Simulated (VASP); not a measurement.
# NaY (Pm-3m) in VASP: notebook

Runs on NaY. Level: PBE. Tasks: relaxation of cell and atoms.

Everything below comes from runs of VASP 6.6.1. Logs are shortened: lines on timing, memory, paths and dates and some standing lists are left out, and cuts for length are marked.

### 1 Starting point

Symmetry: Pm-3m, No. 221, cubic system. Conventional cell: a = 4.012 Å, b = 4.012 Å, c = 4.012 Å, α = 90.00°, β = 90.00°, γ = 90.00°. Na (site symmetry m-3m) is surrounded by 8 Y at 3.47 Å. Around Y (site symmetry m-3m) lie 8 Na at 3.47 Å.

The cell was built by a generator and needn't be a form met in nature.

### 2 Relaxation of cell and atoms, PBE, target pressure 20 GPa, at which the enthalpy is minimised

INCAR reads:

```
SYSTEM = NaY
  PREC = Accurate
  ENCUT = 600
  EDIFF = 1E-6
  ISMEAR = -1
  SIGMA = 0.05
  LREAL = .False.
  LASPH = .True.
  NELM = 60
  ALGO = Normal
  ISIF = 3
  LWAVE = .False.
  LCHARG = .False.
  GGA = PE
  IBRION = 2
  NSW = 40
  EDIFFG = -0.005
  PSTRESS = 200
```

KPOINTS reads:

```
regular mesh
0
Gamma
  7 7 7
  0 0 0
```

POSCAR reads:

```
NaY
1.0
    4.0118800000      0.0000000000      0.0000000000
    0.0000000000      4.0118800000      0.0000000000
    0.0000000000      0.0000000000      4.0118800000
Na Y
1 1
Direct
    0.0000000000      0.0000000000      0.0000000000
    0.5000000000      0.5000000000      0.5000000000
```

Potentials or basis: VASP PAW PBE potentials, release 64 (Na_pv, Y_sv).

Command:

```console
$ cat potpaw_PBE.64/Na_pv/POTCAR potpaw_PBE.64/Y_sv/POTCAR > POTCAR
$ mpirun -np 1 vasp_std > vasp.out
```

OUTCAR:

```text
SYSTEM = NaY
   PREC = Accurate
   ENCUT = 600
   EDIFF = 1E-6
   ISMEAR = -1
   LREAL = .False.
   LASPH = .True.
   NELM = 60
   ISIF = 3
   GGA = PE
   IBRION = 2
   NSW = 40
   EDIFFG = -0.005
   PSTRESS = 200

 ion  position               nearest neighbor table
   1  0.000  0.000  0.000-   2 3.47   2 3.47   2 3.47   2 3.47   2 3.47   2 3.47   2 3.47   2 3.47

   2  0.500  0.500  0.500-   1 3.47   1 3.47   1 3.47   1 3.47   1 3.47   1 3.47   1 3.47   1 3.47

  LATTYP: Found a simple cubic cell.
 ALAT       =     4.0118800000

  Lattice vectors:

 A1 = (   4.0118800000,   0.0000000000,   0.0000000000)
 A2 = (   0.0000000000,   4.0118800000,   0.0000000000)
 A3 = (   0.0000000000,   0.0000000000,   4.0118800000)

Analysis of symmetry for initial positions (statically):
=====================================================================
 Subroutine PRICEL returns:
 Original cell was already a primitive cell.

 Routine SETGRP: Setting up the symmetry group for a
 simple cubic supercell.

 Subroutine GETGRP returns: Found 48 space group operations
 (whereof 48 operations were pure point group operations)
 out of a pool of 48 trial point group operations.

The static configuration has the point symmetry O_h .

Analysis of symmetry for dynamics (positions and initial velocities):
=====================================================================
 Subroutine PRICEL returns:
 Original cell was already a primitive cell.

 Routine SETGRP: Setting up the symmetry group for a
 simple cubic supercell.

 Subroutine GETGRP returns: Found 48 space group operations
 (whereof 48 operations were pure point group operations)
 out of a pool of 48 trial point group operations.

The dynamic configuration has the point symmetry O_h .

 Subroutine INISYM returns: Found 48 space group operations
 (whereof 48 operations are pure point group operations),
 and found     1 'primitive' translations

----------------------------------------------------------------------------------------

                                     Primitive cell

  volume of cell :      64.5719

  direct lattice vectors                    reciprocal lattice vectors
     4.011880000  0.000000000  0.000000000     0.249259699  0.000000000  0.000000000
     0.000000000  4.011880000  0.000000000     0.000000000  0.249259699  0.000000000
     0.000000000  0.000000000  4.011880000     0.000000000  0.000000000  0.249259699

  length of vectors
     4.011880000  4.011880000  4.011880000     0.249259699  0.249259699  0.249259699

[... 30 lines left out ...]
 Subroutine IBZKPT returns following result:
 ===========================================

 Found     20 irreducible k-points:

 Following reciprocal coordinates:
            Coordinates               Weight
  0.000000  0.000000  0.000000      1.000000
  0.142857  0.000000  0.000000      6.000000
  0.285714  0.000000  0.000000      6.000000
  0.428571  0.000000  0.000000      6.000000
  0.142857  0.142857  0.000000     12.000000
  0.285714  0.142857  0.000000     24.000000
[... 12 lines left out ...]
  0.428571  0.428571  0.285714     24.000000
  0.428571  0.428571  0.428571      8.000000
   k-points           NKPTS =     20   k-points in BZ     NKDIM =     20   number of bands    NBANDS=     13
   number of dos      NEDOS =    301   number of ions     NIONS =      2
   total plane-waves  NPLWV =  32768
   dimension x,y,z NGX =    32 NGY =   32 NGZ =   32
   dimension x,y,z NGXF=    64 NGYF=   64 NGZF=   64
   ions per type =               1   1
   NGX,Y,Z   is equivalent  to a cutoff of  13.26, 13.26, 13.26 a.u.
   NGXF,Y,Z  is equivalent  to a cutoff of  26.52, 26.52, 26.52 a.u.
 SYSTEM =  NaY
   PREC   = accura    normal or accurate (medium, high low for compatibility)
   ISTART =      0    job   : 0-new  1-cont  2-samecut
   ICHARG =      2    charge: 1-file 2-atom 10-const
   ISPIN  =      1    spin polarized calculation?
   LNONCOLLINEAR =      F non collinear calculations
   LSORBIT =      F    spin-orbit coupling
   LASPH  =      T    aspherical Exc in radial PAW
   ENCUT  =  600.0 eV  44.10 Ry    6.64 a.u.   8.01  8.01  8.01*2*pi/ulx,y,z
   NELM   =     60;   NELMIN=  2; NELMDL= -5     # of ELM steps
   EDIFF  = 0.1E-05   stopping-criterion for ELM
   LREAL  =      F    real-space projection
   EDIFFG = -.5E-02   stopping-criterion for IOM
   NSW    =     40    number of steps for IOM
   IBRION =      2    ionic relax: 0-MD 1-quasi-New 2-CG
   NFREE  =      1    steps in history (QN), initial steepest desc. (CG)
   ISIF   =      3    stress and relaxation
   ISYM   =      2    0-nonsym 1-usesym 2-fastsym
   POTIM  = 0.5000    time-step for ionic-motion
   TEBEG  =    0.0;   TEEND  =   0.0 temperature during run
   PSTRESS=  200.0 pullay stress
   NELECT =      18.0000    total number of electrons
   NUPDOWN=      -1.0000    fix difference up-down
   EMIN   =  10.00;   EMAX   =-10.00  energy-range for DOS
   EFERMI =   0.00;   METHOD = LEGACY
   ISMEAR =    -1;   SIGMA  =   0.05  broadening in eV -4-tet -1-fermi 0-gaus
   EFERMI_NEDOS =   21; number of points for ismear=-14 and -15
   IALGO  =     38    algorithm
   IMIX   =      4    mixing-type and parameters
     AMIX     =   0.40;   BMIX     =  1.00
     AMIX_MAG =   1.60;   BMIX_MAG =  1.00
  volume/ion in A,a.u.               =      32.29       217.88
  Fermi-wavevector in a.u.,A,eV,Ry     =   1.069427  2.020924 15.560625  1.143674
  Thomas-Fermi vector in A             =   2.205106
   LORBIT       =      0    0 simple, 1 ext, 2 COOP (PROOUT), +10 PAW based schemes
   GGA     = PE    functional components
   LHFCALC =     F    Hartree Fock is set to
   AEXX    =    0.0000 exact exchange contribution
   IVDW    =     0    specifies the selected vdW correction
   LEPSILON=     F    determine dielectric tensor
   LRPA    =     F    only Hartree local field effects (RPA)
 conjugate gradient relaxation of ions
 non-spin polarized calculation
  energy-cutoff  :      600.00
  volume of cell :       64.57
 maximum number of plane-waves:      2179
   NGX = 17   NGY = 17   NGZ = 17

--------------------------------------- Ionic step        1  -------------------------------------------

 number of electron      17.9999982 magnetization

 Free energy of the ion-electron system (eV)
  ---------------------------------------------------
  ext. energy  EPLUGINS =         0.00000000
  ---------------------------------------------------
  free energy    TOTEN  =        -6.90311415 eV

  energy without entropy =       -6.87564059  energy(sigma->0) =       -6.88937737

 E-fermi :   1.8766     XC(G=0):  -8.3250

 val. band max:        1.8346030919   @ k =   0.1429   0.1429   0.0000
 cond. band min:       1.8789664519   @ k =   0.4286   0.4286   0.2857
 fundamental gap:      0.0443633601
 Fermi energy:         1.8765512760
[... 834 lines left out ...]
--------------------------------------- Ionic step        6  -------------------------------------------

 number of electron      17.9999995 magnetization

 Free energy of the ion-electron system (eV)
  ---------------------------------------------------
  ext. energy  EPLUGINS =         0.00000000
  ---------------------------------------------------
  free energy    TOTEN  =        -5.90430114 eV

  energy without entropy =       -5.87506681  energy(sigma->0) =       -5.88968397

 E-fermi :   3.8417     XC(G=0):  -9.8517

 val. band max:        3.8172471776   @ k =   0.4286   0.4286   0.2857
 cond. band min:       3.8768689871   @ k =   0.2857   0.2857   0.1429
 fundamental gap:      0.0596218095
 Fermi energy:         3.8416520775
[... 351 lines left out ...]
  energy  without entropy=       -5.8750668078  energy(sigma->0) =       -5.88968397

  enthalpy is  TOTEN    =        -0.5408878791 eV   P V=        5.3634132574

 reached required accuracy - stopping structural energy minimisation
```

CONTCAR:

```text
NaY
   1.00000000000000
     3.5024661710461258    0.0000000000000000   -0.0000000000000000
    -0.0000000000000000    3.5024661710461258   -0.0000000000000000
     0.0000000000000000    0.0000000000000000    3.5024661710461258
  Na              Y
     1     1
Direct
     0.0000000000000000    0.0000000000000000    0.0000000000000000
     0.5000000000000000    0.5000000000000000    0.5000000000000000

  0.00000000E+00  0.00000000E+00  0.00000000E+00
  0.00000000E+00  0.00000000E+00  0.00000000E+00
```

Run time: 42 s. Hardware: 1 thread of Intel Xeon 6975P-C (Granite Rapids), shared host; peak memory 0.21 GiB.

Results:

```
Free energy                                            : -5.9043 eV
Relaxed volume                                         : 21.48 Å³/atom
Relaxed cell                                           : a = 3.502 Å, b = 3.502 Å, c = 3.502 Å, α = 90.00°, β = 90.00°, γ = 90.00°
Space group after relaxing (to 0.05 Å)                 : Pm-3m (No. 221)
Energy change on relaxing (the enthalpy is what falls) : +499.4 meV/atom
Ionic steps                                            : 6
Pressure after relaxing                                : 20.0 GPa
Band gap on the k mesh                                 : none (metal or under the smearing width)
```

The path:
| step | energy change (eV) | largest force (eV/Å) | pressure (GPa) | volume (Å³) |
| --- | --- | --- | --- | --- |
| 1 | 0.0000 | 0.0000 | 0.01 | 64.57 |
| 2 | 2.7988 | 0.0000 | 45.86 | 33.76 |
| 3 | 0.9744 | 0.0000 | 19.63 | 43.16 |
| 4 | 1.0207 | 0.0000 | 20.37 | 42.79 |
| 5 | 0.9851 | 0.0000 | 19.77 | 43.08 |
| 6 | 0.9988 | 0.0000 | 20.01 | 42.97 |

Final structure:
```yaml
crystal:
  lattice:
    - [3.50247, 0.00000, 0.00000]
    - [0.00000, 3.50247, 0.00000]
    - [0.00000, 0.00000, 3.50247]
  atoms:
    - { symbol: Na, position: [0.00000, 0.00000, 0.00000] }
    - { symbol: Y, position: [0.50000, 0.50000, 0.50000] }
```

Levels at points of the mesh, in eV from the Fermi level:
```
           k point  band 7  band 8  band 9  band 10  band 11  band 12
(0.00, 0.00, 0.00)  -22.31   -4.88   -0.59    -0.59     4.34     4.34
```

Caveat: the cell is relaxed towards a set pressure, so the enthalpy falls and the energy may rise; the volume moved by over 15 % at a fixed basis, so the end points are rough.

### 3 Relaxation of cell and atoms, PBE, target pressure 30 GPa, at which the enthalpy is minimised

INCAR: that of step 2 with these lines changed.

```diff
@@ -17,2 +17,2 @@
   EDIFFG = -0.005
-  PSTRESS = 200
+  PSTRESS = 300
```

KPOINTS is that of step 2.

POSCAR is that of step 2.

Potentials or basis: VASP PAW PBE potentials, release 64 (Na_pv, Y_sv).

Command:

```console
$ cat potpaw_PBE.64/Na_pv/POTCAR potpaw_PBE.64/Y_sv/POTCAR > POTCAR
$ mpirun -np 1 vasp_std > vasp.out
```

OUTCAR:

```text
SYSTEM = NaY
   PREC = Accurate
   ENCUT = 600
   EDIFF = 1E-6
   ISMEAR = -1
   LREAL = .False.
   LASPH = .True.
   NELM = 60
   ISIF = 3
   GGA = PE
   IBRION = 2
   NSW = 40
   EDIFFG = -0.005
   PSTRESS = 300

 ion  position               nearest neighbor table
   1  0.000  0.000  0.000-   2 3.47   2 3.47   2 3.47   2 3.47   2 3.47   2 3.47   2 3.47   2 3.47

   2  0.500  0.500  0.500-   1 3.47   1 3.47   1 3.47   1 3.47   1 3.47   1 3.47   1 3.47   1 3.47

  LATTYP: Found a simple cubic cell.
 ALAT       =     4.0118800000

  Lattice vectors:

 A1 = (   4.0118800000,   0.0000000000,   0.0000000000)
 A2 = (   0.0000000000,   4.0118800000,   0.0000000000)
 A3 = (   0.0000000000,   0.0000000000,   4.0118800000)

Analysis of symmetry for initial positions (statically):
=====================================================================
 Subroutine PRICEL returns:
 Original cell was already a primitive cell.

 Routine SETGRP: Setting up the symmetry group for a
 simple cubic supercell.

 Subroutine GETGRP returns: Found 48 space group operations
 (whereof 48 operations were pure point group operations)
 out of a pool of 48 trial point group operations.

The static configuration has the point symmetry O_h .

Analysis of symmetry for dynamics (positions and initial velocities):
=====================================================================
 Subroutine PRICEL returns:
[... 147 lines left out ...]
  ---------------------------------------------------
  ext. energy  EPLUGINS =         0.00000000
  ---------------------------------------------------
  free energy    TOTEN  =        -6.90311415 eV

  energy without entropy =       -6.87564059  energy(sigma->0) =       -6.88937737

 E-fermi :   1.8766     XC(G=0):  -8.3250

 val. band max:        1.8346030919   @ k =   0.1429   0.1429   0.0000
 cond. band min:       1.8789664519   @ k =   0.4286   0.4286   0.2857
 fundamental gap:      0.0443633601
 Fermi energy:         1.8765512760

 k-point     1 :       0.0000    0.0000    0.0000
  band No.  band energies     occupation
      1     -41.7276      2.00000
      2     -21.8064      2.00000
      3     -21.8064      2.00000
      4     -21.8064      2.00000
      5     -21.5963      2.00000
      6     -21.5963      2.00000
      7     -21.5963      2.00000
      8      -2.3397      2.00000
      9       1.7022      1.94063
     10       1.7022      1.94063
     11       4.6739      0.00000
     12       4.6739      0.00000
     13       4.6739      0.00000
[... 529 lines left out ...]
--------------------------------------- Ionic step        7  -------------------------------------------

 number of electron      17.9999998 magnetization

 Free energy of the ion-electron system (eV)
  ---------------------------------------------------
  ext. energy  EPLUGINS =         0.00000000
  ---------------------------------------------------
  free energy    TOTEN  =        -5.22361594 eV

  energy without entropy =       -5.19382744  energy(sigma->0) =       -5.20872169

 E-fermi :   4.5126     XC(G=0): -10.3060

 val. band max:        4.4934525928   @ k =   0.4286   0.4286   0.1429
 cond. band min:       4.5169337997   @ k =   0.2857   0.2857   0.1429
 fundamental gap:      0.0234812069
 Fermi energy:         4.5125727521

 k-point     1 :       0.0000    0.0000    0.0000
  band No.  band energies     occupation
      1     -37.7330      2.00000
      2     -19.4365      2.00000
      3     -19.4365      2.00000
      4     -19.4365      2.00000
      5     -17.5131      2.00000
      6     -17.5131      2.00000
      7     -17.5131      2.00000
      8      -0.5054      2.00000
      9       3.7128      2.00000
     10       3.7128      2.00000
     11       9.2896      0.00000
     12       9.2896      0.00000
     13       9.2896      0.00000
[... 335 lines left out ...]
  energy  without entropy=       -5.1938274354  energy(sigma->0) =       -5.20872169

  enthalpy is  TOTEN    =         1.9950464419 eV   P V=        7.2186623825

 reached required accuracy - stopping structural energy minimisation
```

CONTCAR:

```text
NaY
   1.00000000000000
     3.3781740331146488    0.0000000000000000   -0.0000000000000000
     0.0000000000000000    3.3781740331146488   -0.0000000000000000
     0.0000000000000000   -0.0000000000000000    3.3781740331146488
  Na              Y
     1     1
Direct
     0.0000000000000000    0.0000000000000000    0.0000000000000000
     0.5000000000000000    0.5000000000000000    0.5000000000000000

  0.00000000E+00  0.00000000E+00  0.00000000E+00
  0.00000000E+00  0.00000000E+00  0.00000000E+00
```

Run time: 53 s. Hardware: 1 thread of Intel Xeon 6975P-C (Granite Rapids), shared host; peak memory 0.22 GiB.

What came out:

| Quantity | Value |
| --- | --- |
| Free energy | -5.2236 eV |
| Relaxed volume | 19.28 Å³/atom |
| Relaxed cell | a = 3.378 Å, b = 3.378 Å, c = 3.378 Å, α = 90.00°, β = 90.00°, γ = 90.00° |
| Space group after relaxing (to 0.05 Å) | Pm-3m (No. 221) |
| Energy change on relaxing (the enthalpy is what falls) | +839.8 meV/atom |
| Ionic steps | 7 |
| Pressure after relaxing | 30.0 GPa |
| Band gap on the k mesh | none (metal or under the smearing width) |

Step by step:
| step | energy change (eV) | largest force (eV/Å) | pressure (GPa) | volume (Å³) |
| --- | --- | --- | --- | --- |
| 1 | 0.0000 | 0.0000 | 0.01 | 64.57 |
| 2 | 8.2829 | 0.0000 | 137.94 | 22.96 |
| 3 | 1.3858 | 0.0000 | 25.77 | 40.24 |
| 4 | 1.6092 | 0.0000 | 28.98 | 38.93 |
| 5 | 1.6880 | 0.0000 | 30.17 | 38.51 |
| 6 | 1.6691 | 0.0000 | 29.85 | 38.61 |
| 7 | 1.6795 | 0.0000 | 30.01 | 38.55 |

Final structure:
```
Na Y
1.0
     3.37817    0.00000    0.00000
     0.00000    3.37817    0.00000
     0.00000    0.00000    3.37817
Na Y
1 1
Direct
  0.00000 0.00000 0.00000
  0.50000 0.50000 0.50000
```

Caveat: the cell is relaxed towards a set pressure, so the enthalpy falls and the energy may rise; the volume moved by over 15 % at a fixed basis, so the end points are rough.

### 4 Relaxation of cell and atoms, PBE

INCAR: that of step 3 with these lines changed.

```diff
@@ -17,2 +17,2 @@
   EDIFFG = -0.005
-  PSTRESS = 300
+  PSTRESS = 0
```

KPOINTS is that of step 3.

POSCAR is that of step 3.

Command:

```console
$ cat potpaw_PBE.64/Na_pv/POTCAR potpaw_PBE.64/Y_sv/POTCAR > POTCAR
$ mpirun -np 1 vasp_std > vasp.out
```

It took 10 s on 1 thread of Intel Xeon 6975P-C (Granite Rapids), shared host; peak memory 0.19 GiB.

Results (log left out):

```
Free energy             : -6.9031 eV
Pressure after relaxing : 0.0 GPa
Band gap on the k mesh  : none (metal or under the smearing width)
```

Final structure:
```yaml
crystal:
  lattice:
    - [4.01188, 0.00000, 0.00000]
    - [0.00000, 4.01188, 0.00000]
    - [0.00000, 0.00000, 4.01188]
  atoms:
    - { symbol: Na, position: [0.00000, 0.00000, 0.00000] }
    - { symbol: Y, position: [0.50000, 0.50000, 0.50000] }
```

Levels at points of the mesh, in eV from the Fermi level:
| k point | band 5 | band 6 | band 7 | band 8 | band 9 | band 10 | band 11 | band 12 | band 13 |
| --- | --- | --- | --- | --- | --- | --- | --- | --- | --- |
| (0.00, 0.00, 0.00) | -23.47 | -23.47 | -23.47 | -4.22 | -0.17 | -0.17 | 2.80 | 2.80 | 2.80 |

Caveat: the relaxation stopped at its first step, so nothing moved.

### 5 For comparison

An earlier run on the cell as given: functional PBE; potentials or basis VASP PAW PBE potentials, release 64 (Na_pv, Y_sv); cutoff 520 eV; k mesh 7 × 7 × 7; occupations fermi-dirac, width 0.05 eV; no spin polarisation.

* Pressure: 0.0 GPa
* Band gap on the k mesh: none (metal or under the smearing width)

### 6 Summary

```tsv
task	cell	cutoff (eV)	target pressure	gap on the mesh (eV)	pressure (GPa)
relaxation of cell and atoms	relaxed to 20 GPa	600	20 GPa	none	20.0
relaxation of cell and atoms	relaxed to 30 GPa	600	30 GPa	none	30.0
relaxation of cell and atoms	relaxed	600	-	none	0.0
single point	as given	520	-	none	0.0
```

Alike in all rows: level PBE; potentials or basis VASP PAW PBE potentials, release 64 (Na_pv, Y_sv); no spin polarisation; k mesh 7 × 7 × 7; smearing fermi-dirac 0.05 eV.

Caveats: the cell is relaxed towards a set pressure, so the enthalpy falls and the energy may rise (some runs); the volume moved by over 15 % at a fixed basis, so the end points are rough (some runs); the relaxation stopped at its first step, so nothing moved (some runs).

Total energies depend on the potentials used, so only differences within one code and one set of settings carry meaning.
